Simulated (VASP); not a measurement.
# SiB2 (P2_1/m) in VASP: further runs

The runs below take SiB2 through relaxation of cell and atoms, with PBE.

All numbers are computed with VASP 6.6.1; they aren't measurements. Logs are shortened: lines on timing, memory, paths and dates and some standing lists are left out, and cuts for length are marked.

## Step 1: Starting point

The structure is monoclinic, space group P2_1/m (No. 11). Conventional cell: a = 3.766 Å, b = 2.978 Å, c = 5.093 Å, α = 90.00°, β = 110.06°, γ = 90.00°. Around Si (site symmetry m) lie 6 B at 2.02 to 2.25 Å. B (site symmetry m) has 3 B at 1.76 to 1.87 Å and 1 Si at 2.02 Å as nearest neighbours. B (site symmetry m) is surrounded by 3 B at 1.83 to 1.87 Å and 1 Si at 2.02 Å.

The cell was built by a generator and needn't be a form met in nature.

## Step 2: Relaxation of cell and atoms, PBE

Contents of INCAR:

```
ALGO     = Normal         # electronic algorithm
EDIFF    = 1E-6           # SCF threshold, eV
EDIFFG   = -0.01          # ionic threshold
ENCUT    = 520            # plane-wave cutoff, eV
GGA      = PE             # functional
IBRION   = 2              # ionic algorithm
ISIF     = 3              # what is computed and relaxed
ISMEAR   = 0              # smearing method
KPAR     = 4            
LASPH    = T              # aspherical terms in the spheres
LCHARG   = F              # write CHGCAR
LREAL    = F              # projectors in reciprocal space
LWAVE    = F              # write WAVECAR
NELM     = 120            # most SCF steps
NSW      = 90             # ionic steps
PREC     = Accurate       # precision mode
SIGMA    = 0.1            # smearing width, eV
```

Contents of KPOINTS:

```
k-points
0
Gamma
  8 10 6
```

Contents of POSCAR:

```
SiB2
1.0
    3.7656121200      0.0000000000      0.0000000000
    0.0000000000      2.9784062100      0.0000000000
   -1.7469409800      0.0000000000      4.7837512500
Si B
2 4
Direct
    0.7181893100      0.2500000000      0.7513600300
    0.2818106900      0.7500000000      0.2486399700
    0.1194089200      0.2500000000      0.5717059800
    0.3501230900      0.2500000000      0.9611583800
    0.6498769100      0.7500000000      0.0388416200
    0.8805910800      0.7500000000      0.4282940200
```

Potentials or basis: VASP PAW PBE potentials, release 64 (Si, B).

Started as:

```bash
$ cat potpaw_PBE.64/Si/POTCAR potpaw_PBE.64/B/POTCAR > POTCAR
$ mpirun -np 4 vasp_std > vasp.out
```

OUTCAR:

```text
EDIFF = 1E-6
   EDIFFG = -0.01
   ENCUT = 520
   GGA = PE
   IBRION = 2
   ISIF = 3
   ISMEAR = 0
   LASPH = T
   LREAL = F
   NELM = 120
   NSW = 90
   PREC = Accurate

 ion  position               nearest neighbor table
   1  0.718  0.250  0.751-   3 2.02   4 2.02   3 2.12   5 2.16   5 2.16   4 2.25   6 2.45   6 2.45
                             2 2.93   2 2.93   2 3.07   2 3.07
   2  0.282  0.750  0.249-   6 2.02   5 2.02   6 2.12   4 2.16   4 2.16   5 2.25   3 2.45   3 2.45
                             1 2.93   1 2.93   1 3.07   1 3.07
   3  0.119  0.250  0.572-   6 1.76   6 1.76   4 1.87   1 2.02   1 2.12   2 2.45   2 2.45
   4  0.350  0.250  0.961-   5 1.83   5 1.83   3 1.87   1 2.02   2 2.16   2 2.16   1 2.25
   5  0.650  0.750  0.039-   4 1.83   4 1.83   6 1.87   2 2.02   1 2.16   1 2.16   2 2.25
   6  0.881  0.750  0.428-   3 1.76   3 1.76   5 1.87   2 2.02   2 2.12   1 2.45   1 2.45

  LATTYP: Found a simple monoclinic cell.
 ALAT       =     3.7656121200
 B/A-ratio  =     0.7909487528
 C/A-ratio  =     1.3524355419
 COS(beta)  =    -0.3430252378

  Lattice vectors:

 A1 = (   3.7656121200,   0.0000000000,   0.0000000000)
 A2 = (   0.0000000000,   2.9784062100,   0.0000000000)
 A3 = (  -1.7469409800,   0.0000000000,   4.7837512500)

Analysis of symmetry for initial positions (statically):
=====================================================================
 Subroutine PRICEL returns:
 Original cell was already a primitive cell.

 Routine SETGRP: Setting up the symmetry group for a
 simple monoclinic supercell.

 Subroutine GETGRP returns: Found  4 space group operations
 (whereof  2 operations were pure point group operations)
 out of a pool of  4 trial point group operations.

The static configuration has the point symmetry S_2 .
 The point group associated with its full space group is C_2h.

Analysis of symmetry for dynamics (positions and initial velocities):
=====================================================================
 Subroutine PRICEL returns:
 Original cell was already a primitive cell.

 Routine SETGRP: Setting up the symmetry group for a
 simple monoclinic supercell.

 Subroutine GETGRP returns: Found  4 space group operations
 (whereof  2 operations were pure point group operations)
 out of a pool of  4 trial point group operations.

The dynamic configuration has the point symmetry S_2 .
 The point group associated with its full space group is C_2h.

 Subroutine INISYM returns: Found  4 space group operations
 (whereof  2 operations are pure point group operations),
 and found     1 'primitive' translations

----------------------------------------------------------------------------------------

                                     Primitive cell

  volume of cell :      53.6523

  direct lattice vectors                    reciprocal lattice vectors
     3.765612120  0.000000000  0.000000000     0.265561074  0.000000000  0.096978187
     0.000000000  2.978406210  0.000000000     0.000000000  0.335750039  0.000000000
    -1.746940980  0.000000000  4.783751250     0.000000000  0.000000000  0.209040970

  length of vectors
     3.765612120  2.978406210  5.092747668     0.282714437  0.335750039  0.209040970

  position of ions in fractional coordinates (direct lattice)
     0.718189310  0.250000000  0.751360030
     0.281810690  0.750000000  0.248639970
     0.119408920  0.250000000  0.571705980
     0.350123090  0.250000000  0.961158380
     0.649876910  0.750000000  0.038841620
     0.880591080  0.750000000  0.428294020

  ion indices of the primitive-cell ions
   primitive index   ion index
                 1           1
                 2           2
                 3           3
                 4           4
                 5           5
                 6           6

----------------------------------------------------------------------------------------

 KPOINTS: k-points

Automatic generation of k-mesh.
 Grid dimensions read from file:
 generate k-points for:    8   10    6

 Generating k-lattice:

  Cartesian coordinates                     Fractional coordinates (reciprocal lattice)
     0.033195134  0.000000000  0.012122273     0.125000000  0.000000000  0.000000000
     0.000000000  0.033575004  0.000000000     0.000000000  0.100000000  0.000000000
     0.000000000  0.000000000  0.034840162     0.000000000  0.000000000  0.166666667

  Length of vectors
     0.035339305  0.033575004  0.034840162

  Shift w.r.t. Gamma in fractional coordinates (k-lattice)
     0.000000000  0.000000000  0.000000000

 Subroutine IBZKPT returns following result:
 ===========================================

 Found    156 irreducible k-points:

 Following reciprocal coordinates:
            Coordinates               Weight
  0.000000  0.000000  0.000000      1.000000
  0.125000  0.000000  0.000000      2.000000
  0.250000  0.000000  0.000000      2.000000
  0.375000  0.000000  0.000000      2.000000
  0.500000  0.000000  0.000000      1.000000
  0.000000  0.100000  0.000000      2.000000
[... 16 lines left out ...]
  0.250000  0.400000  0.000000      4.000000
  0.375000  0.400000  0.000000      4.000000
 [... further k-points ...]
   k-points           NKPTS =    156   k-points in BZ     NKDIM =    156   number of bands    NBANDS=     14
   number of dos      NEDOS =    301   number of ions     NIONS =      6
   total plane-waves  NPLWV =  26880
   dimension x,y,z NGX =    28 NGY =   24 NGZ =   40
   dimension x,y,z NGXF=    56 NGYF=   48 NGZF=   80
   ions per type =               2   4
   NGX,Y,Z   is equivalent  to a cutoff of  12.36, 13.40, 13.06 a.u.
   NGXF,Y,Z  is equivalent  to a cutoff of  24.72, 26.79, 26.11 a.u.
 SYSTEM =  unknown system
   PREC   = accura    normal or accurate (medium, high low for compatibility)
   ISTART =      0    job   : 0-new  1-cont  2-samecut
   ICHARG =      2    charge: 1-file 2-atom 10-const
   ISPIN  =      1    spin polarized calculation?
   LNONCOLLINEAR =      F non collinear calculations
   LSORBIT =      F    spin-orbit coupling
   LASPH  =      T    aspherical Exc in radial PAW
   ENCUT  =  520.0 eV  38.22 Ry    6.18 a.u.   7.00  5.54  9.47*2*pi/ulx,y,z
   NELM   =    120;   NELMIN=  2; NELMDL= -5     # of ELM steps
   EDIFF  = 0.1E-05   stopping-criterion for ELM
   LREAL  =      F    real-space projection
   EDIFFG = -.1E-01   stopping-criterion for IOM
   NSW    =     90    number of steps for IOM
   IBRION =      2    ionic relax: 0-MD 1-quasi-New 2-CG
   NFREE  =      1    steps in history (QN), initial steepest desc. (CG)
   ISIF   =      3    stress and relaxation
   ISYM   =      2    0-nonsym 1-usesym 2-fastsym
   POTIM  = 0.5000    time-step for ionic-motion
   TEBEG  =    0.0;   TEEND  =   0.0 temperature during run
   PSTRESS=    0.0 pullay stress
   NELECT =      20.0000    total number of electrons
   NUPDOWN=      -1.0000    fix difference up-down
   EMIN   =  10.00;   EMAX   =-10.00  energy-range for DOS
   EFERMI =   0.00;   METHOD = LEGACY
   ISMEAR =     0;   SIGMA  =   0.10  broadening in eV -4-tet -1-fermi 0-gaus
   EFERMI_NEDOS =   21; number of points for ismear=-14 and -15
   IALGO  =     38    algorithm
   IMIX   =      4    mixing-type and parameters
     AMIX     =   0.40;   BMIX     =  1.00
     AMIX_MAG =   1.60;   BMIX_MAG =  1.00
  volume/ion in A,a.u.               =       8.94        60.34
  Fermi-wavevector in a.u.,A,eV,Ry     =   1.178208  2.226491 18.887269  1.388175
  Thomas-Fermi vector in A             =   2.314541
   LORBIT       =      0    0 simple, 1 ext, 2 COOP (PROOUT), +10 PAW based schemes
   GGA     = PE    functional components
   LHFCALC =     F    Hartree Fock is set to
   AEXX    =    0.0000 exact exchange contribution
   IVDW    =     0    specifies the selected vdW correction
   LEPSILON=     F    determine dielectric tensor
   LRPA    =     F    only Hartree local field effects (RPA)
 conjugate gradient relaxation of ions
 non-spin polarized calculation
 Gauss-broadening in eV      SIGMA  =   0.10
  energy-cutoff  :      520.00
  volume of cell :       53.65
 maximum number of plane-waves:      1470
   NGX = 13   NGY = 11   NGZ = 19

--------------------------------------- Ionic step        1  -------------------------------------------

 number of electron      20.0000000 magnetization

 Free energy of the ion-electron system (eV)
  ---------------------------------------------------
  ext. energy  EPLUGINS =         0.00000000
  ---------------------------------------------------
  free energy    TOTEN  =       -35.42785551 eV

  energy without entropy =      -35.42265415  energy(sigma->0) =      -35.42525483

------------------------ aborting loop because EDIFF is reached ----------------------------------------

  FORCE on cell =-STRESS in cart. coord.  units (eV):
  Direction    XX          YY          ZZ          XY          YZ          ZX
  --------------------------------------------------------------------------------------
  -------------------------------------------------------------------------------------
  Total       -0.1121711      0.3750288     -0.3356175      0.0000000      0.0000000      0.2362479
  in kB       -3.3496806     11.1992019    -10.0222940      0.0000000      0.0000000      7.0548934
  external PRESSURE =      -0.7242576 kB  Pullay stress =       0.0000000 kB
[... 101 lines left out ...]
  FREE ENERGIE OF THE ION-ELECTRON SYSTEM (eV)
  ---------------------------------------------------
  free  energy   TOTEN  =       -35.4297853947 eV

  energy  without entropy=      -35.4246851056  energy(sigma->0) =      -35.42723525

[... ionic steps 4 to 10 ...]

--------------------------------------- Ionic step       11  -------------------------------------------

 number of electron      20.0000000 magnetization

------------------------ aborting loop because EDIFF is reached ----------------------------------------
[... 75 lines left out ...]
--------------------------------------- Ionic step       13  -------------------------------------------

 number of electron      20.0000000 magnetization

 Free energy of the ion-electron system (eV)
  ---------------------------------------------------
  ext. energy  EPLUGINS =         0.00000000
  ---------------------------------------------------
  free energy    TOTEN  =       -35.43153241 eV

  energy without entropy =      -35.42606568  energy(sigma->0) =      -35.42879905

 E-fermi :   9.3812     XC(G=0): -11.7735

 val. band max:        9.3757873082   @ k =   0.0000   0.4000   0.3333
 cond. band min:       9.3923723307   @ k =   0.0000   0.3000   0.5000
 fundamental gap:      0.0165850225
 Fermi energy:         9.3812189413

 k-point     1 :       0.0000    0.0000    0.0000
  band No.  band energies     occupation
      1      -6.6871      2.00000
      2      -1.3038      2.00000
      3      -1.2143      2.00000
      4       2.7990      2.00000
      5       3.3109      2.00000
      6       3.9827      2.00000
      7       5.1734      2.00000
      8       5.4414      2.00000
      9       8.7187      2.00000
     10       8.9925      2.00000
     11      11.3693      0.00000
     12      13.8625      0.00000
     13      14.3815      0.00000
     14      14.8506      0.00000
[... 377 lines left out ...]
      1      -3.1109      2.00000
      2      -0.9612      2.00000
      3      -0.6453      2.00000
      4       1.0021      2.00000
      5       1.6088      2.00000
      6       3.0266      2.00000
      7       4.1720      2.00000
      8       4.3442      2.00000
      9       5.1296      2.00000
     10       5.7117      2.00000
     11      11.5343      0.00000
     12      12.5836      0.00000
     13      13.5036      0.00000
     14      14.8635      0.00000

 [... further k-points ...]
[... 5 lines left out ...]
  --------------------------------------------------------------------------------------
  -------------------------------------------------------------------------------------
  Total       -0.0059672     -0.0074293      0.0100595      0.0000000      0.0000000      0.0013508
  in kB       -0.1788078     -0.2226218      0.3014358      0.0000000      0.0000000      0.0404766
  external PRESSURE =      -0.0333313 kB  Pullay stress =       0.0000000 kB
[... 21 lines left out ...]
  FREE ENERGIE OF THE ION-ELECTRON SYSTEM (eV)
  ---------------------------------------------------
  free  energy   TOTEN  =       -35.4315324105 eV

  energy  without entropy=      -35.4260656822  energy(sigma->0) =      -35.42879905

 reached required accuracy - stopping structural energy minimisation
```

Wall time 51 s (4 MPI ranks of Intel Xeon 6975P-C (Granite Rapids), shared host); peak memory 0.24 GiB.

What came out:

| Quantity | Value |
| --- | --- |
| Free energy | -35.4315 eV |
| Relaxed volume | 8.91 Å³/atom |
| Relaxed cell | a = 3.776 Å, b = 2.982 Å, c = 5.045 Å, α = 90.00°, β = 109.74°, γ = 90.00° |
| Space group after relaxing (to 0.05 Å) | P2_1/m (No. 11) |
| Energy gained by relaxing | 0.6 meV/atom |
| Ionic steps | 13 |
| Pressure after relaxing | 0.0 GPa |
| Largest force after relaxing | 0.007 eV/Å |
| Band gap on the k mesh | none (metal or under the smearing width) |

Forces in eV/Å, atoms in the order of the input:
```
Si   0.006  0.000  0.000
Si  -0.006  0.000  0.000
B   -0.001  0.000 -0.007
B   -0.003  0.000  0.004
B    0.003  0.000 -0.004
B    0.001  0.000  0.007
```

The path:
| step | energy change (eV) | largest force (eV/Å) | pressure (GPa) | volume (Å³) |
| --- | --- | --- | --- | --- |
| 1 | 0.0000 | 0.0952 | -0.07 | 53.65 |
| 2 | -0.0019 | 0.0636 | 0.07 | 53.62 |
| 3 | -0.0019 | 0.0609 | 0.06 | 53.62 |
| 4 | -0.0030 | 0.0212 | -0.22 | 53.63 |
| 5 | -0.0030 | 0.0306 | -0.31 | 53.64 |
| 6 | -0.0035 | 0.0250 | 0.07 | 53.50 |
| 7 | -0.0035 | 0.0270 | 0.10 | 53.49 |
| 8 | -0.0036 | 0.0134 | -0.01 | 53.51 |
| 9 | -0.0036 | 0.0137 | -0.02 | 53.51 |
| 10 | -0.0036 | 0.0105 | -0.03 | 53.50 |
| 11 | -0.0036 | 0.0198 | -0.04 | 53.50 |
| 12 | -0.0036 | 0.0164 | -0.04 | 53.49 |
| 13 | -0.0037 | 0.0066 | 0.00 | 53.47 |

Final structure:
```xyz
6
Lattice="3.7759 0.0000 0.0189 0.0000 2.9819 0.0000 -1.7277 0.0000 4.7401" Properties=species:S:1:pos:R:3 pbc="T T T"
Si    1.4205    0.7455    3.5638
Si    0.6278    2.2364    1.1952
B    -0.5282    0.7455    2.7089
B    -0.3357    0.7455    4.5604
B     2.3839    2.2364    0.1986
B     2.5764    2.2364    2.0501
```

(Part 1 of 2 ends here.)
